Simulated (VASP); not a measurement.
VASP input:

INCAR:
```
SYSTEM = V
PREC = Accurate
ENCUT = 520
EDIFF = 1E-6
NELM = 100
ALGO = Normal
LREAL = .FALSE.
LASPH = .TRUE.
ISMEAR = 1
SIGMA = 0.1
GGA = CX
LUSE_VDW = .TRUE.
AGGAC = 0.0
LMAXMIX = 4
LWAVE = .FALSE.
LCHARG = .FALSE.
IBRION = 2
ISIF = 3
NSW = 60
EDIFFG = -0.01
```

File POSCAR:
```
V
1.0
 -1.5150000000   1.5150000000   1.5150000000
  1.5150000000  -1.5150000000   1.5150000000
  1.5150000000   1.5150000000  -1.5150000000
V
1
direct
  0.0000000000   0.0000000000   0.0000000000
```

### KPOINTS
```
Automatic
0
G
  15 15 15
0 0 0
```

POTCAR, in this order: V_sv (PBE.64 set). Program: vasp_std.

Question: Translate this vdW-DF-cx calculation to Quantum ESPRESSO's pw.x.

Answer: One equivalent input (not run):
```
&CONTROL
  calculation = 'vc-relax'
  pseudo_dir = './pseudo'
  outdir = './out'
  tprnfor = .true.
  tstress = .true.
  nstep = 60
  forc_conv_thr = 0.00039
/
&SYSTEM
  ibrav = 0
  nat = 1
  ntyp = 1
  ecutwfc = 84
  occupations = 'smearing'
  smearing = 'methfessel-paxton'
  degauss = 0.00735
  input_dft = 'vdw-df-cx'
/
&ELECTRONS
  conv_thr = 7.3e-08
  electron_maxstep = 100
/
&IONS
/
&CELL
/
ATOMIC_SPECIES
  V 50.941 V.upf
CELL_PARAMETERS angstrom
    -1.5150000    1.5150000    1.5150000
     1.5150000   -1.5150000    1.5150000
     1.5150000    1.5150000   -1.5150000
ATOMIC_POSITIONS crystal
  V    0.0000000  0.0000000  0.0000000
K_POINTS automatic
  15 15 15 0 0 0
```
The two are equivalent in intent, not identical: the potentials are each code's own (VASP's PAW set, PseudoDojo norm-conserving files in pw.x), so ENCUT and ecutwfc are chosen apart and not converted; conv_thr bounds pw.x's estimated SCF error, while EDIFF bounds the energy change between steps; forc_conv_thr acts on force components and is met together with etot_conv_thr.

The compound is V in the bcc structure. This run relaxes it. Symmetry was kept, so distortions that lower it aren't found.
